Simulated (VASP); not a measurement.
Consider the following.

```yaml
crystal:
  lattice:
    - [1.94050, -3.36104, 0.00000]
    - [1.94050, 3.36104, 0.00000]
    - [0.00000, 0.00000, 5.03476]
  atoms:
    - { symbol: Ni, position: [0.00000, 0.00000, 0.50000] }
    - { symbol: Ni, position: [0.00000, 0.00000, 0.00000] }
    - { symbol: Sb, position: [0.33333, 0.66667, 0.25000] }
    - { symbol: Sb, position: [0.66667, 0.33333, 0.75000] }
```

The numbers are results of LDA (Ceperley-Alder, Perdew-Zunger), VASP's LDA PAW potentials (set 64) (plane waves; VASP), not measurements. Numerical set-up: 520 eV cut-off, 10×10×7 Γ-centred mesh, tetrahedra with Blöchl corrections, potentials Ni Sb.

Unless said otherwise, spin-orbit coupling is left out, though it shifts the bands of the heavy elements here.

Q: What does the run give for the energy per atom (σ→0), band gap (on the k-mesh) with the smallest direct gap where there is one?

A: 
```
Quantity                                                     Value
------------------------  ----------------------------------------
band gap (on the k-mesh)  none (metal, semimetal or under 0.01 eV)
energy per atom (σ→0)                       -582.6 kJ/mol of atoms
```

The absolute energy has meaning only against runs of the same code, potentials and settings.

The compound is NiSb in the NiAs type structure. It was relaxed first. The run is not spin-polarised, so no magnetic state was tried.
